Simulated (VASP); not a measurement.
# TiO2 (Anatase): cell size against the level of theory, part 2 of 3

How close do the usual functionals, with and without dispersion, come to the cell of TiO2 (Anatase)? The start is a cell from a database of measured crystal structures.

VASP 6.6.1, plane waves and PAW; the level of theory is named at each step.

So far. Step 2 (Relaxation with PBE): It ends with a largest force of 0.008 eV/Å and a pressure of 0.04 GPa. The volume lies +3.0 % from that of the database's start. The conventional cell has a = 3.803 and c = 9.711 Å.

## 3. Relaxation with LDA

This step: LDA; plane waves and PAW (Ti_sv, O) (VASP 6.6.1).

LDA, the lowest rung, knows the local density alone.

INCAR

```
SYSTEM = TiO2
PREC = Accurate
ENCUT = 560
EDIFF = 1E-06
NELM = 100
ISMEAR = -1
SIGMA = 0.05
LREAL = .FALSE.
ALGO = Normal
GGA = CA
NBANDS = 30
LASPH = .TRUE.
LORBIT = 11
LWAVE = .FALSE.
LCHARG = .FALSE.
KPAR = 2
IBRION = 2
NSW = 60
ISIF = 3
EDIFFG = -0.01
```

POSCAR

```
TiO2
1.0
    0.0000000000     -3.7850000000      0.0000000000
   -3.7850000000      0.0000000000      0.0000000000
    1.8925000000     -1.8925000000     -4.7598000000
Ti O
2 4
Direct
    0.0000000000      0.0000000000      0.0000000000
    0.7500000000      0.7500000000      0.5000000000
    0.2101700000      0.7898300000      0.5796600000
    0.9601700000      0.5398300000      0.0796600000
    0.5398300000      0.9601700000      0.9203400000
    0.7898300000      0.2101700000      0.4203400000
```

KPOINTS

```
Automatic mesh
0
Gamma
6 6 6
0 0 0
```

The projector-augmented-wave data sets are Ti_sv and O (PBE family, release 64).

The run is started by

```bash
mpirun -np 2 vasp_std
```

Log:

```text
[banner, memory and clock lines left out]
running    2 mpi-ranks, on    1 nodes
 distrk:  each k-point on    1 cores,    2 groups
 distr:  one band on    1 cores,    1 groups

 POSCAR found type information on POSCAR TiO
 POSCAR found :  2 types and       6 ions
|                                                                             |
|               ----> ADVICE to this user running VASP <----                  |
|                                                                             |
|     You enforced a specific xc type in the INCAR file but a different       |
|     [... a line on the potential file left out ...]
|     I HOPE YOU KNOW WHAT YOU ARE DOING!                                     |
|                                                                             |

 LDA part: xc-table for (Slater(with rela. corr.)+CA(PZ))
 , standard interpolation
 POSCAR, INCAR and KPOINTS ok, starting setup
 FFT: planning ... GRIDC
 FFT: planning ... GRID_SOFT
 FFT: planning ... GRID
 WAVECAR not read
 entering main loop
       N       E                     dE             d eps       ncg     rms          rms(c)
DAV:   1     0.680867218850E+03    0.68087E+03   -0.25715E+04  1800   0.194E+03
DAV:   2     0.417450297644E+02   -0.63912E+03   -0.60958E+03  1926   0.560E+02
DAV:   3    -0.701008921056E+02   -0.11185E+03   -0.10851E+03  2736   0.209E+02
DAV:   4    -0.751339908352E+02   -0.50331E+01   -0.50263E+01  2548   0.457E+01
DAV:   5    -0.753480097994E+02   -0.21402E+00   -0.21395E+00  2496   0.767E+00    0.322E+01
DAV:   6    -0.596835602360E+02    0.15664E+02   -0.99566E+01  2338   0.967E+01    0.120E+01
DAV:   7    -0.592235885554E+02    0.45997E+00   -0.15838E+01  2374   0.325E+01    0.885E+00
DAV:   8    -0.591074325649E+02    0.11616E+00   -0.34955E+00  2212   0.190E+01    0.389E+00
DAV:   9    -0.589468781751E+02    0.16055E+00   -0.10478E+00  2218   0.984E+00    0.104E+00
DAV:  10    -0.589555177657E+02   -0.86396E-02   -0.10620E-01  2136   0.247E+00    0.512E-01
DAV:  11    -0.589507141900E+02    0.48036E-02   -0.23930E-02  2148   0.100E+00    0.721E-02
DAV:  12    -0.589509222851E+02   -0.20810E-03   -0.18132E-03  2046   0.475E-01    0.151E-01
DAV:  13    -0.589507465556E+02    0.17573E-03   -0.52775E-04  2192   0.234E-01    0.332E-02
DAV:  14    -0.589507438366E+02    0.27190E-05   -0.66452E-05  2484   0.744E-02    0.111E-02
DAV:  15    -0.589507439186E+02   -0.81951E-07   -0.10815E-05  2310   0.330E-02    0.519E-03
DAV:  16    -0.589507438348E+02    0.83794E-07   -0.44408E-07   984   0.712E-03
   1 F= -.58950744E+02 E0= -.58950744E+02  d E =-.589507E+02
 curvature:   0.00 expect dE= 0.000E+00 dE for cont linesearch  0.000E+00
 trial: gam= 0.00000 g(F)=  0.284E-01 g(S)=  0.203E+00 ort = 0.000E+00 (trialstep = 0.100E+01)
 search vector abs. value=  0.231E+00
 bond charge predicted
       N       E                     dE             d eps       ncg     rms          rms(c)
DAV:   1    -0.604951098730E+02   -0.15444E+01   -0.58102E+01  2440   0.771E+01    0.122E+01
DAV:   2    -0.591310588896E+02    0.13641E+01   -0.52721E+00  2280   0.213E+01    0.484E+00
DAV:   3    -0.588427044758E+02    0.28835E+00   -0.18904E+00  2056   0.998E+00    0.114E+00
DAV:   4    -0.588713179571E+02   -0.28613E-01   -0.42134E-01  2178   0.311E+00    0.847E-01
DAV:   5    -0.588765944544E+02   -0.52765E-02   -0.14356E-02  2264   0.994E-01    0.595E-01
DAV:   6    -0.588947305962E+02   -0.18136E-01   -0.33956E-02  2216   0.106E+00    0.434E-01
DAV:   7    -0.588985752994E+02   -0.38447E-02   -0.18400E-02  2654   0.874E-01    0.893E-02
DAV:   8    -0.588987777814E+02   -0.20248E-03   -0.65333E-04  2640   0.173E-01    0.362E-02
DAV:   9    -0.588988746211E+02   -0.96840E-04   -0.22315E-04  2768   0.744E-02    0.908E-03
DAV:  10    -0.588988784289E+02   -0.38078E-05   -0.21544E-05  2234   0.248E-02    0.423E-03
DAV:  11    -0.588988783124E+02    0.11652E-06   -0.19583E-06  1448   0.843E-03
   2 F= -.58898878E+02 E0= -.58898878E+02  d E =0.518655E-01
[... from here on, the cycles between the ionic steps are left out ...]
   3 F= -.59000751E+02 E0= -.59000751E+02  d E =-.500069E-01
   4 F= -.59000754E+02 E0= -.59000754E+02  d E =-.500103E-01
   5 F= -.59001274E+02 E0= -.59001274E+02  d E =-.519680E-03
   6 F= -.59001290E+02 E0= -.59001290E+02  d E =-.536214E-03
   7 F= -.59001638E+02 E0= -.59001638E+02  d E =-.347457E-03
   8 F= -.59001814E+02 E0= -.59001814E+02  d E =-.523609E-03
   9 F= -.59001969E+02 E0= -.59001969E+02  d E =-.154588E-03
  10 F= -.59002262E+02 E0= -.59002262E+02  d E =-.448228E-03
  11 F= -.59002086E+02 E0= -.59002086E+02  d E =-.272175E-03
 curvature:   5.05 expect dE= 0.185E-02 dE for cont linesearch  0.591E-03
 ZBRENT: bracketing found
 ZBRENT: interpolating
 opt :   0.8301  next Energy=   -59.002322 (dE=-0.508E-03)
 bond charge predicted
       N       E                     dE             d eps       ncg     rms          rms(c)
DAV:   1    -0.590034901534E+02   -0.14046E-02   -0.32591E-01  1800   0.473E+00    0.318E-01
DAV:   2    -0.590029568371E+02    0.53332E-03   -0.13113E-02  1972   0.906E-01    0.172E-01
DAV:   3    -0.590023276100E+02    0.62923E-03   -0.14000E-03  2108   0.329E-01    0.393E-02
DAV:   4    -0.590023183557E+02    0.92543E-05   -0.24108E-04  2394   0.133E-01    0.223E-02
DAV:   5    -0.590023165526E+02    0.18031E-05   -0.23061E-05  2202   0.480E-02    0.110E-02
DAV:   6    -0.590023167266E+02   -0.17401E-06   -0.27514E-06  1662   0.151E-02
  12 F= -.59002317E+02 E0= -.59002317E+02  d E =-.502738E-03
 curvature:  -0.51 expect dE=-0.170E-04 dE for cont linesearch -0.507E-07
 trial: gam=-0.00882 g(F)=  0.142E-04 g(S)=  0.191E-04 ort =-0.239E-04 (trialstep = 0.276E+00)
 search vector abs. value=  0.342E-04
 reached required accuracy - stopping structural energy minimisation
```

It took 93 s on 2 MPI ranks of Intel Xeon 6975P-C (Granite Rapids), shared host; peak memory 0.4 GiB; 3.1 min of CPU time.

OUTCAR, selected parts (step 3):

```text
 Found     30 irreducible k-points:

   NELECT =      48.0000    total number of electrons

 E-fermi :   4.3291

 k-point     1 :       0.0000    0.0000    0.0000
  band No.  band energies     occupation
    ...
     20       2.4714      2.00000
     21       2.4908      2.00000
     22       2.4908      2.00000
     23       2.7593      2.00000
     24       2.7593      2.00000
     25       5.3113      0.00000
     26       6.1030      0.00000
     27       7.3151      0.00000
     28       7.3151      0.00000
     29       7.3448      0.00000
    ...

 k-point     2 :       0.1667    0.0000    0.0000
  band No.  band energies     occupation
    ...
     20       1.9101      2.00000
     21       2.1938      2.00000
     22       2.4583      2.00000
     23       2.5217      2.00000
     24       2.7840      2.00000
     25       5.9227      0.00000
     26       6.2234      0.00000
     27       6.7690      0.00000
     28       6.9961      0.00000
     29       7.2439      0.00000
    ...

  Total        0.0121741      0.0121741     -0.0456559      0.0000000      0.0000000      0.0000000
  in kB        0.2934868      0.2934868     -1.1006496      0.0000000      0.0000000      0.0000000
  external PRESSURE =      -0.1712253 kB  Pullay stress =       0.0000000 kB

  energy-cutoff  :      560.00
  volume of cell :       66.46
      direct lattice vectors                 reciprocal lattice vectors
     0.000000000 -3.746408267  0.000000000     0.000000000 -0.266922324  0.105594611
    -3.746408267  0.000000000  0.000000000    -0.266922324 -0.000000000 -0.105594611
     1.873204133 -1.873204133 -4.735090139    -0.000000000 -0.000000000 -0.211189221

 POSITION                                       TOTAL-FORCE (eV/Angst)
 -----------------------------------------------------------------------------------
     -0.00000     -0.00000     -0.00000        -0.000000      0.000000      0.000000
     -1.87320     -3.74641     -2.36755        -0.000000     -0.000000      0.000000
     -1.87320     -1.87320     -2.76456        -0.000000      0.000000     -0.008564
     -1.87320     -3.74641     -0.39702        -0.000000      0.000000     -0.008564
     -1.87320     -3.74641     -4.33807         0.000000     -0.000000      0.008564
      0.00000     -3.74641     -1.97053         0.000000     -0.000000      0.008564
 -----------------------------------------------------------------------------------
    total drift:                               -0.000000     -0.000000     -0.000000

  FREE ENERGIE OF THE ION-ELECTRON SYSTEM (eV)
  ---------------------------------------------------
  free  energy   TOTEN  =       -59.0023167266 eV

  energy  without entropy=      -59.0023167266  energy(sigma->0) =      -59.00231673

 total charge
# of ion       s       p       d       tot
------------------------------------------
    1        2.236   6.327   1.817  10.380
    2        2.236   6.327   1.817  10.380
    3        1.558   3.492   0.000   5.050
    4        1.558   3.492   0.000   5.050
    5        1.558   3.492   0.000   5.050
    6        1.558   3.492   0.000   5.050
--------------------------------------------------
tot         10.704  26.622   3.634  40.960

[... 9 parts as in an earlier step ...]

[... 5 further parts left out ...]
```

CONTCAR:

```
TiO2
   1.00000000000000
     0.0000000000000000   -3.7464082665704992    0.0000000000000000
    -3.7464082665704992    0.0000000000000000    0.0000000000000000
     1.8732041332852496   -1.8732041332852496   -4.7350901387147584
  Ti              O
     2     4
Direct
     0.0000000000000000    0.0000000000000000    0.0000000000000000
     0.7500000000000000    0.7500000000000000    0.5000000000000000
     0.2080769451385382    0.7919230548614618    0.5838461097229163
     0.9580769451385382    0.5419230548614618    0.0838461097229164
     0.5419230548614618    0.9580769451385382    0.9161538902770837
     0.7919230548614618    0.2080769451385382    0.4161538902770836
```

The PAW data sets were made with PBE, though LDA sets exist; this is a small mismatch.

Step by step:

| step | energy less that of the first step (eV) | largest force (eV/Å) | pressure (GPa) | volume (Å³) |
| --- | --- | --- | --- | --- |
| 1 | 0.0000 | 0.3835 | -6.72 | 68.19 |
| 2 | 0.0519 | 0.4800 | 11.36 | 63.59 |
| 3 | -0.0500 | 0.0707 | 0.10 | 66.23 |
| 4 | -0.0500 | 0.0636 | 0.19 | 66.19 |
| 5 | -0.0505 | 0.0175 | 0.11 | 66.28 |
| 6 | -0.0505 | 0.0083 | 0.08 | 66.30 |
| 7 | -0.0509 | 0.0146 | -0.17 | 66.39 |
| 8 | -0.0511 | 0.0244 | -0.51 | 66.52 |
| 9 | -0.0512 | 0.0221 | -0.45 | 66.51 |
| 10 | -0.0515 | 0.0141 | -0.22 | 66.48 |
| 11 | -0.0513 | 0.0027 | 0.23 | 66.42 |
| 12 | -0.0516 | 0.0086 | -0.02 | 66.46 |

| conventional cell, symmetrised | before | after | change |
| --- | --- | --- | --- |
| a (Å) | 3.785 | 3.746 | -1.0 % |
| b (Å) | 3.785 | 3.746 | -1.0 % |
| c (Å) | 9.520 | 9.470 | -0.5 % |
| volume (Å³/atom) | 11.36 | 11.08 | -2.5 % |

The atoms that moved most (Å, as changes of fractional coordinates times the final cell):

| atom | dx | dy | dz | length |
| --- | --- | --- | --- | --- |
| O4 | 0.000 | 0.000 | -0.020 | 0.020 |
| O5 | 0.000 | 0.000 | 0.020 | 0.020 |
| O6 | 0.000 | 0.000 | 0.020 | 0.020 |
| O3 | 0.000 | 0.000 | -0.020 | 0.020 |

Final coordinates:

```
Ti O
1.0
     0.00000   -3.74641    0.00000
    -3.74641    0.00000    0.00000
     1.87320   -1.87320   -4.73509
Ti O
2 4
Cartesian
  0.0000 0.0000 0.0000
  -1.8732 -3.7464 -2.3675
  -1.8732 -1.8732 -2.7646
  -1.8732 -3.7464 -0.3970
  -1.8732 -3.7464 -4.3381
  0.0000 -3.7464 -1.9705
```

This step gave:

```
free energy (TOTEN)             : -59.0023 eV
Fermi energy                    : 4.329 eV
pressure                        : -0.01712 GPa
SCF cycles over all ionic steps : 91
gap on the k-mesh               : 2.088 eV
least direct gap on the k-mesh  : 2.407 eV
```

It ends at 11.08 Å³/atom, -2.5 % from the start, with -0.02 GPa left. The conventional cell has a = 3.746 and c = 9.470 Å.

## 4. Relaxation with r2SCAN

This step: r2SCAN; plane waves and PAW (Ti_sv, O) (VASP 6.6.1).

r2SCAN adds the kinetic-energy density, costs more than a GGA and is run with LASPH.

INCAR, as its differences from that of step 3:

```diff
@@ -9,5 +9,5 @@
 ALGO = Normal
-GGA = CA
+METAGGA = R2SCAN
+LASPH = .TRUE.
 NBANDS = 30
-LASPH = .TRUE.
 LORBIT = 11
```

POSCAR is that of step 3.

KPOINTS is that of step 3.

The run is started by

```bash
mpirun -np 2 vasp_std
```

Log:

```text
[banner, memory and clock lines left out]
running    2 mpi-ranks, on    1 nodes
[...]
[... a notice as in an earlier step ...]

 LDA part: xc-table for (None), standard interpolation
 POSCAR, INCAR and KPOINTS ok, starting setup
[...]
entering main loop
       N       E                     dE             d eps       ncg     rms          rms(c)
DAV:   1     0.688106001032E+03    0.68811E+03   -0.26149E+04  1800   0.198E+03
DAV:   2     0.193539063563E+02   -0.66875E+03   -0.64007E+03  1930   0.579E+02
DAV:   3    -0.958887485217E+02   -0.11524E+03   -0.11243E+03  2704   0.217E+02
DAV:   4    -0.101620124537E+03   -0.57314E+01   -0.57218E+01  2596   0.482E+01
[...]
DAV:  13    -0.698510556469E+02    0.35926E-04   -0.54755E-04  2526   0.177E-01    0.194E-02
DAV:  14    -0.698510496072E+02    0.60397E-05   -0.33689E-05  2100   0.465E-02    0.710E-03
DAV:  15    -0.698510499340E+02   -0.32686E-06   -0.41165E-06  1888   0.163E-02
   1 F= -.69851050E+02 E0= -.69851050E+02  d E =-.698510E+02
[... from here on, the cycles between the ionic steps are left out ...]
   2 F= -.69859606E+02 E0= -.69859606E+02  d E =-.855588E-02
   3 F= -.69860358E+02 E0= -.69860358E+02  d E =-.930853E-02
   4 F= -.69861509E+02 E0= -.69861509E+02  d E =-.115095E-02
   5 F= -.69861814E+02 E0= -.69861814E+02  d E =-.145540E-02
   6 F= -.69862450E+02 E0= -.69862450E+02  d E =-.635877E-03
   7 F= -.69863667E+02 E0= -.69863667E+02  d E =-.185302E-02
   8 F= -.69862956E+02 E0= -.69862956E+02  d E =-.114189E-02
   9 F= -.69863897E+02 E0= -.69863897E+02  d E =-.208291E-02
  10 F= -.69863955E+02 E0= -.69863955E+02  d E =-.579960E-04
 trial-energy change:   -0.000058  1 .order   -0.000070   -0.000115   -0.000024
 step:   0.5526(harm=  0.5526)  dis= 0.00110  next Energy=   -69.863969 (dE=-0.726E-04)
 reached required accuracy - stopping structural energy minimisation
```

The job ended after 5.7 min (2 MPI ranks; peak memory 0.46 GiB; 11 min of CPU time).

OUTCAR, selected parts (step 4):

```text
  Total        0.0263173      0.0263173      0.0316668      0.0000000      0.0000000      0.0000000
  in kB        0.6137388      0.6137388      0.7384937      0.0000000      0.0000000      0.0000000
  external PRESSURE =       0.6553237 kB  Pullay stress =       0.0000000 kB

 POSITION                                       TOTAL-FORCE (eV/Angst)
 -----------------------------------------------------------------------------------
     -0.00000     -0.00000     -0.00000         0.000000      0.000000     -0.000000
     -1.89306     -3.78611     -2.39635        -0.000000     -0.000000     -0.000000
     -1.89306     -1.89306     -2.80445         0.000000      0.000000      0.001081
     -1.89306     -3.78611     -0.40809         0.000000      0.000000      0.001081
     -1.89306     -3.78611     -4.38461         0.000000      0.000000     -0.001081
      0.00000     -3.78611     -1.98826         0.000000      0.000000     -0.001081
 -----------------------------------------------------------------------------------
    total drift:                               -0.000000     -0.000000     -0.000000

  FREE ENERGIE OF THE ION-ELECTRON SYSTEM (eV)
  ---------------------------------------------------
  free  energy   TOTEN  =       -69.8639547696 eV

  energy  without entropy=      -69.8639547696  energy(sigma->0) =      -69.86395477

[... 2 parts as in an earlier step ...]

[... 2 further parts left out ...]
[key lines of the parts left out:]
E-fermi :   4.2006
```

The PAW data sets were made with PBE, which is usual practice but a small mismatch for other functionals.

The steps of the relaxation:

| step | energy less that of the first step (eV) | largest force (eV/Å) | pressure (GPa) | volume (Å³) |
| --- | --- | --- | --- | --- |
| 1 | 0.0000 | 0.2806 | 0.38 | 68.19 |
| 2 | -0.0086 | 0.0310 | 0.32 | 68.45 |
| 3 | -0.0093 | 0.0411 | 0.29 | 68.39 |
| 4 | -0.0105 | 0.0488 | -0.26 | 68.61 |
| 5 | -0.0108 | 0.0539 | -0.67 | 68.76 |
| 6 | -0.0114 | 0.0435 | -0.52 | 68.74 |
| 7 | -0.0126 | 0.0140 | -0.09 | 68.68 |
| 8 | -0.0119 | 0.0469 | 0.78 | 68.56 |
| 9 | -0.0128 | 0.0060 | 0.22 | 68.64 |
| 10 | -0.0129 | 0.0011 | 0.07 | 68.70 |

| conventional cell, symmetrised | before | after | change |
| --- | --- | --- | --- |
| a (Å) | 3.785 | 3.786 | +0.0 % |
| b (Å) | 3.785 | 3.786 | +0.0 % |
| c (Å) | 9.520 | 9.585 | +0.7 % |
| volume (Å³/atom) | 11.36 | 11.45 | +0.8 % |

The atoms that moved most (Å, as changes of fractional coordinates times the final cell):

| atom | dx | dy | dz | length |
| --- | --- | --- | --- | --- |
| O5 | 0.000 | 0.000 | 0.026 | 0.026 |
| O4 | 0.000 | 0.000 | -0.026 | 0.026 |
| O3 | 0.000 | 0.000 | -0.026 | 0.026 |
| O6 | 0.000 | 0.000 | 0.026 | 0.026 |

The relaxed structure:

```cif
data_structure
_symmetry_space_group_name_H-M 'P 1'
_symmetry_Int_Tables_number 1
_cell_length_a 3.7861
_cell_length_b 3.7861
_cell_length_c 5.4898
_cell_angle_alpha 110.172
_cell_angle_beta 69.828
_cell_angle_gamma 90.000
_cell_volume 68.70
loop_
_atom_site_label
_atom_site_type_symbol
_atom_site_fract_x
_atom_site_fract_y
_atom_site_fract_z
_atom_site_occupancy
Ti1 Ti 0.00000 0.00000 0.00000 1
Ti2 Ti 0.75000 0.75000 0.50000 1
O3 O 0.20743 0.79257 0.58515 1
O4 O 0.95743 0.54257 0.08515 1
O5 O 0.54257 0.95743 0.91485 1
O6 O 0.79257 0.20743 0.41485 1
```

It ends at 11.45 Å³/atom, +0.8 % from the start, with 0.07 GPa left. The conventional cell has a = 3.786 and c = 9.585 Å.

[end of part 2 of 3]

[Lines on the potential files, build, host, timing and source positions are cut from VASP's logs without a mark.]

[Logs are printed without paths, hosts, clocks, repeated set-up lines and the standing remarks that a program may print on its own settings, such as how far it seeks lower states.]

[Hosts, paths, dates, database ids (printed as entryN), source tags and the programs' standing remarks are cut or masked in the printed files.]

[A measured line is paired with the nearest computed mode of its activity, which favours agreement.]
